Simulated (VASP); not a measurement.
Crystal: Ni.

```xyz
1
Lattice="0.0000 1.7350 1.7350 1.7350 0.0000 1.7350 1.7350 1.7350 0.0000" Properties=species:S:1:pos:R:3 pbc="T T T"
Ni    0.0000    0.0000    0.0000
```

The cell was built by a generator and needn't be a form met in nature.

```yaml
Program: VASP 6.6.1
Task: relaxation of cell and atoms
Functional: LDA
Potentials_or_basis: VASP PAW LDA potentials, release 64 (Ni)
Cutoff: 600 eV
k_mesh: 20 × 20 × 20
Occupations: methfessel-paxton, width 0.1 eV
Spin: collinear spin, ferromagnetic start
Starting_moments: "[0.7] μB"
```

At the start: pressure -9.4 GPa; volume 10.45 Å³/atom.

Where does the relaxation end?

Over 6 steps the energy falls by 12.9 meV/atom and the volume is 10.02 Å³/atom (-4.0 %); space group Fm-3m (No. 225, to 0.05 Å); moment 0.61 μB per cell.

Step by step:
| step | energy change (eV) | largest force (eV/Å) | pressure (GPa) | volume (Å³) |
| --- | --- | --- | --- | --- |
| 1 | 0.0000 | 0.0000 | -9.44 | 10.45 |
| 2 | 0.0073 | 0.0000 | 14.14 | 9.54 |
| 3 | -0.0129 | 0.0000 | -0.10 | 10.03 |
| 4 | -0.0129 | 0.0000 | 0.10 | 10.02 |
| 5 | -0.0129 | 0.0000 | -0.11 | 10.03 |
| 6 | -0.0129 | 0.0000 | 0.00 | 10.02 |

Final structure:
```
Ni
1.0
     0.00000    1.71138    1.71138
     1.71138    0.00000    1.71138
     1.71138    1.71138    0.00000
Ni
1
Cartesian
  1.7114 1.7114 3.4228
```
